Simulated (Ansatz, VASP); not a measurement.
Given: the input of a run of Ansatz 0.2.0 on Ti4Ru. The cell comes from a database or a generator and needn't be the stable form of this composition.

The input input.yaml:

```yaml
crystal:
  lattice:
    - [0.0, 2.372711, 11.053935]
    - [1.556774, 0.0, 11.053935]
    - [1.556774, 2.372711, 0.0]
  atoms:
    - { symbol: Ru, position: [0.0, 0.0, 0.0] }
    - { symbol: Ti, position: [0.590384, 0.590384, 0.409616] }
    - { symbol: Ti, position: [0.196926, 0.196926, 0.803074] }
    - { symbol: Ti, position: [0.803074, 0.803074, 0.196926] }
    - { symbol: Ti, position: [0.409616, 0.409616, 0.590384] }
hamiltonian:
  xc: pbe
  pseudopotentials: { kind: paw }
kpoints:
  mp_grid: { grid: [10, 10, 10] }
scf:
  occupations: { method: fermi_dirac, width: 0.05 }
output:
  forces: true
  stress: true
  eigenvalues: true
  write_density: true
  write_potential: true
  elf: true
  volumetric_format: npy
```

Potentials or basis: Ansatz PAW.

Run with:

```bash
$ ansatz run input.yaml --threads 2 --pin off --max-ram 5120MiB --backend cpu --events-out ev --progress --plain --runs-dir out
```

Question: Translate it to VASP 6.6.1. Potentials or basis there: PBE PAW files Ru_pv, Ti_sv, 520 eV.

Answer: As run (cutoffs and basis follow the program's own potentials, and thresholds, step limits or extra output files can differ):

File INCAR:

```
SYSTEM = Ti4Ru
PREC     = Accurate       ! precision mode
ENCUT    = 520            ! plane-wave cutoff, eV
EDIFF    = 1E-7           ! SCF threshold, eV
ISMEAR   = -1             ! smearing method
SIGMA    = 0.05           ! smearing width, eV
LREAL    = .False.        ! projectors in reciprocal space
LASPH    = .True.         ! aspherical terms in the spheres
NELM     = 80             ! most SCF steps
ALGO     = Normal         ! electronic algorithm
ISIF     = 2              ! what is computed and relaxed
LWAVE    = .False.        ! write WAVECAR
LCHARG   = .True.         ! write CHGCAR
GGA      = PE             ! functional
LELF     = .True.         ! ELF
LVHAR    = .True.       
NBANDS   = 39             ! bands
```

The input KPOINTS:

```
regular mesh
0
Gamma
  10 10 10
  0 0 0
```

The input POSCAR:

```
Ti4Ru
1.0
    0.0000000000      2.3727110000     11.0539350000
    1.5567740000      0.0000000000     11.0539350000
    1.5567740000      2.3727110000      0.0000000000
Ru Ti
1 4
Direct
    0.0000000000      0.0000000000      0.0000000000
    0.5903840000      0.5903840000      0.4096160000
    0.1969260000      0.1969260000      0.8030740000
    0.8030740000      0.8030740000      0.1969260000
    0.4096160000      0.4096160000      0.5903840000
```

Potentials or basis: VASP PAW PBE potentials, release 64 (Ru_pv, Ti_sv).

Run with:

```sh
$ cat potpaw_PBE.64/Ru_pv/POTCAR potpaw_PBE.64/Ti_sv/POTCAR > POTCAR
$ mpirun -np 1 vasp_std > vasp.out
```

Both were run:

|  | Ansatz | VASP |
| --- | --- | --- |
| Pressure | 0.2 GPa | 0.0 GPa |
| Largest force | 0.096 eV/Å | 0.079 eV/Å |

Ansatz's pressure holds a Pulay term of +0.03 GPa for its cutoff of 420 eV, which the other run lacks.

The potentials hold 64 and 62 valence electrons a cell.

Where Ansatz's input types no cutoff or centring, it takes its own default and a Γ-centred mesh.

Pressure is positive in compression.
